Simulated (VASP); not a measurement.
Method: r2SCAN+rVV10, VASP's PBE PAW potentials (set 64) (plane waves; VASP).

VASP input:

KPOINTS:
```
Automatic mesh
0
Gamma
9 9 9
0 0 0
```

**INCAR**
```
# general
SYSTEM  =Ba
PREC    =Accurate
ENCUT   =520
LREAL   =.FALSE.
LASPH   =.TRUE.

# electronic loop
EDIFF   =1E-6   # SCF stop (eV)
NELM    =100   # most electronic steps
ALGO    =Normal
LMAXMIX =4   # l cut-off of mixed one-centre charges
LMIXTAU =.TRUE.

# smearing
ISMEAR  =1
SIGMA   =0.1

# functional
METAGGA =R2SCAN
LUSE_VDW=.TRUE.
BPARAM  =11.95
CPARAM  =0.0093

# ions
IBRION  =2
NSW     =60
ISIF    =3   # ions, shape and volume
EDIFFG  =-0.01   # ionic stop

# output
LWAVE   =.FALSE.
LCHARG  =.FALSE.
```

### POSCAR
```
Ba
1
   -2.5100000000     2.5100000000     2.5100000000
    2.5100000000    -2.5100000000     2.5100000000
    2.5100000000     2.5100000000    -2.5100000000
Ba
1
Direct
  0.0000000000   0.0000000000   0.0000000000
```

POTCAR, in this order: Ba_sv (PBE.64 set). Program: vasp_std.

What VASP printed:

### OSZICAR
```
       N       E                     dE             d eps       ncg     rms          rms(c)
DAV:   1     0.331387041408E+02    0.33139E+02   -0.45254E+03   630   0.952E+02
DAV:   2    -0.265794556636E+02   -0.59718E+02   -0.58710E+02   789   0.155E+02
DAV:   3    -0.289610956403E+02   -0.23816E+01   -0.23726E+01   831   0.366E+01
DAV:   4    -0.290188164497E+02   -0.57721E-01   -0.57569E-01   986   0.440E+00
DAV:   5    -0.290191014368E+02   -0.28499E-03   -0.28489E-03   904   0.236E-01    0.159E+00
DAV:   6    -0.256074897385E+02    0.34116E+01   -0.10060E+00   950   0.776E+00    0.134E+00
DAV:   7    -0.255648544527E+02    0.42635E-01   -0.28067E-02   728   0.160E+00    0.139E+00
DAV:   8    -0.257790024640E+02   -0.21415E+00   -0.87250E-02   704   0.344E+00    0.484E-01
DAV:   9    -0.259625611376E+02   -0.18356E+00   -0.10066E-01   759   0.359E+00    0.322E-01
DAV:  10    -0.259291737894E+02    0.33387E-01   -0.15275E-02   714   0.161E+00    0.282E-01
DAV:  11    -0.261665278433E+02   -0.23735E+00   -0.23107E-01   691   0.294E+00    0.184E-01
DAV:  12    -0.260234877137E+02    0.14304E+00   -0.83815E-02   682   0.196E+00    0.188E-01
DAV:  13    -0.261503063402E+02   -0.12682E+00   -0.78644E-02   672   0.215E+00    0.371E-01
DAV:  14    -0.261854677607E+02   -0.35161E-01   -0.23381E-02   691   0.155E+00    0.145E-01
DAV:  15    -0.261927827609E+02   -0.73150E-02   -0.13576E-02   673   0.134E+00    0.670E-02
DAV:  16    -0.261932555648E+02   -0.47280E-03   -0.85087E-04   956   0.319E-01    0.721E-02
DAV:  17    -0.261962771905E+02   -0.30216E-02   -0.11893E-03   704   0.326E-01    0.618E-02
DAV:  18    -0.261929083752E+02    0.33688E-02   -0.62932E-03   632   0.720E-01    0.419E-02
DAV:  19    -0.261927650526E+02    0.14332E-03   -0.37392E-04   763   0.206E-01    0.217E-02
DAV:  20    -0.261929545233E+02   -0.18947E-03   -0.97757E-05   653   0.902E-02    0.140E-02
DAV:  21    -0.261928484986E+02    0.10602E-03   -0.28658E-05   672   0.543E-02    0.823E-03
DAV:  22    -0.261928073724E+02    0.41126E-04   -0.19486E-05   665   0.611E-02    0.538E-03
DAV:  23    -0.261927605280E+02    0.46844E-04   -0.16411E-05   636   0.413E-02    0.875E-03
DAV:  24    -0.261927601126E+02    0.41543E-06   -0.16017E-06   775   0.158E-02
   1 F= -.26192760E+02 E0= -.26192428E+02  d E =-.261928E+02
       N       E                     dE             d eps       ncg     rms          rms(c)
DAV:   1    -0.261938886064E+02   -0.11281E-02   -0.41296E-02   631   0.170E+00    0.151E-01
DAV:   2    -0.261930682681E+02    0.82034E-03   -0.24018E-03   634   0.482E-01    0.752E-02
DAV:   3    -0.261927654024E+02    0.30287E-03   -0.14611E-03   718   0.291E-01    0.161E-02
DAV:   4    -0.261928661429E+02   -0.10074E-03   -0.11394E-04   681   0.121E-01    0.141E-02
DAV:   5    -0.261928346263E+02    0.31517E-04   -0.48639E-05   634   0.877E-02    0.722E-03
DAV:   6    -0.261928694259E+02   -0.34800E-04   -0.71175E-05   634   0.106E-01    0.222E-03
DAV:   7    -0.261928689921E+02    0.43387E-06   -0.32840E-06   898   0.146E-02
   2 F= -.26192869E+02 E0= -.26192515E+02  d E =-.108880E-03
       N       E                     dE             d eps       ncg     rms          rms(c)
DAV:   1    -0.261934827093E+02   -0.61328E-03   -0.24934E-02   633   0.132E+00    0.118E-01
DAV:   2    -0.261930041133E+02    0.47860E-03   -0.14388E-03   633   0.374E-01    0.583E-02
DAV:   3    -0.261928368397E+02    0.16727E-03   -0.86886E-04   719   0.223E-01    0.127E-02
DAV:   4    -0.261928900330E+02   -0.53193E-04   -0.54397E-05   683   0.808E-02    0.112E-02
DAV:   5    -0.261928763733E+02    0.13660E-04   -0.19655E-05   637   0.531E-02    0.542E-03
DAV:   6    -0.261928930420E+02   -0.16669E-04   -0.34694E-05   659   0.707E-02    0.184E-03
DAV:   7    -0.261928927486E+02    0.29345E-06   -0.17520E-06   701   0.111E-02
   3 F= -.26192893E+02 E0= -.26192526E+02  d E =-.132636E-03
```

OUTCAR:
```
------------------------ aborting loop because EDIFF is reached ----------------------------------------
  FORCE on cell =-STRESS in cart. coord.  units (eV):
  Direction    XX          YY          ZZ          XY          YZ          ZX
  --------------------------------------------------------------------------------------
  Total        0.0008166      0.0008166      0.0008166     -0.0000000      0.0000000     -0.0000000
  in kB        0.0205012      0.0205012      0.0205012     -0.0000000      0.0000000     -0.0000000
  external PRESSURE =       0.0205012 kB  Pullay stress =       0.0000000 kB
  volume of cell :       63.82
      direct lattice vectors                 reciprocal lattice vectors
    -2.517458767  2.517458767  2.517458767     0.000000000  0.198612985  0.198612985
     2.517458767 -2.517458767  2.517458767     0.198612985  0.000000000  0.198612985
     2.517458767  2.517458767 -2.517458767     0.198612985  0.198612985  0.000000000
 POSITION                                       TOTAL-FORCE (eV/Angst)
 -----------------------------------------------------------------------------------
      0.00000      0.00000      0.00000         0.000000      0.000000     -0.000000
 -----------------------------------------------------------------------------------
    total drift:                               -0.000000      0.000000     -0.000000
  FREE ENERGIE OF THE ION-ELECTRON SYSTEM (eV)
  ---------------------------------------------------
  free  energy   TOTEN  =       -26.1928927486 eV

  energy  without entropy=      -26.1917918973  energy(sigma->0) =      -26.19252580

 reached required accuracy - stopping structural energy minimisation
```
(Selected blocks of OUTCAR.)

File CONTCAR:
```
Ba
   1.00000000000000
    -2.5174587672230322    2.5174587672230322    2.5174587672230322
     2.5174587672230322   -2.5174587672230322    2.5174587672230322
     2.5174587672230322    2.5174587672230322   -2.5174587672230322
  Ba
     1
Direct
     0.0000000000000000    0.0000000000000000    0.0000000000000000
```

The compound is Ba in the bcc structure. This run relaxes it. Symmetry was kept, so distortions that lower it aren't found.
